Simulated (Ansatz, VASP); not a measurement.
## Two plane-wave programs on LuSc2N3

The input INCAR:

```
PREC     = Accurate       # precision mode
ENCUT    = 520            # plane-wave cutoff, eV
EDIFF    = 1E-7           # SCF threshold, eV
ISMEAR   = 0              # smearing method
SIGMA    = 0.1            # smearing width, eV
LREAL    = F              # projectors in reciprocal space
LASPH    = T              # aspherical terms in the spheres
NELM     = 150            # most SCF steps
ALGO     = Normal         # electronic algorithm
ISIF     = 2              # what is computed and relaxed
LWAVE    = F              # write WAVECAR
LCHARG   = F              # write CHGCAR
ISPIN    = 2              # spin polarisation
MAGMOM   = 0 1 1 0 0 0    # initial moments
LORBIT   = 11             # projections on sites
LMAXMIX  = 4              # l up to which the mixer works
GGA      = PE             # functional
NBANDS   = 44             # bands
```

KPOINTS

```
regular mesh
0
Gamma
  4 4 4
```

File POSCAR:

```
LuSc2N3
1.0
    4.2234417034      0.0000000000      0.0000000000
    0.0000000000      4.2234417034      0.0000000000
    0.0000000000      0.0000000000      6.1201557063
Lu Sc N
1 2 3
Direct
    0.5000000000      0.5000000000      0.0000000000
    0.0000000000      0.5000000000      0.5000000000
    0.5000000000      0.0000000000      0.5000000000
    0.5000000000      0.5000000000      0.6602067623
    0.5000000000      0.5000000000      0.3397932377
    0.0000000000      0.0000000000      0.5000000000
```

Input for Ansatz:

```yaml
crystal:
  lattice:
    - [4.2234417034, 0.0, 0.0]
    - [0.0, 4.2234417034, 0.0]
    - [0.0, 0.0, 6.1201557063]
  atoms:
    - { symbol: Lu, position: [0.5, 0.5, 0.0] }
    - { symbol: Sc, position: [0.0, 0.5, 0.5], spin: 1.0 }
    - { symbol: Sc, position: [0.5, 0.0, 0.5], spin: 1.0 }
    - { symbol: "N", position: [0.5, 0.5, 0.6602067623] }
    - { symbol: "N", position: [0.5, 0.5, 0.3397932377] }
    - { symbol: "N", position: [0.0, 0.0, 0.5] }
basis:
  ecutwfc: 420
kpoints:
  mp_grid: { grid: [4, 4, 4] }
hamiltonian:
  xc: pbe
scf:
  occupations: { method: gaussian, width: 0.1 }
  lower_state_search: "off"
output:
  forces: true
  stress: true
  eigenvalues: true
  populations: true
magnetization:
  spin_polarized: true
```

Alike in both runs: task single point; functional PBE; k mesh 4 × 4 × 4; occupations gaussian, width 0.1 eV; collinear spin.

|  | VASP | Ansatz |
| --- | --- | --- |
| version | VASP 6.6.1 | Ansatz 0.2.0 |
| potentials or method | VASP PAW PBE potentials, release 64 (Lu, Sc_sv, N) | scalar-relativistic, plane waves, PAW |
| plane-wave cutoff (eV) | 520 | 420 |
| valence electrons in the cell | 62 | 62 |

```csv
,VASP,Ansatz,Ansatz less VASP
gap on the k mesh at the Fermi level (eV),none,none,-
pressure (GPa),0.6,0.0,-0.61
largest component of the traceless stress (GPa),0.16,0.04,-0.115
rms of the force components (eV/Å),0.025,0.003,-0.0219
net moment per atom (μB),0.00,0.00,0.000
```

Atom by atom the forces differ by 0.022 eV/Å (rms over components). A gap of «none» marks a metal or a gap that the smearing closes. With one functional, cell and mesh, what is left measures potentials, basis and numerics. Ansatz warned: «seeded_moment_not_kept».

Caveats: the k mesh is coarse (spacing up to 0.37 Å⁻¹), so the values aren't converged; spin-orbit coupling is left out, which moves the levels of the heavy elements.
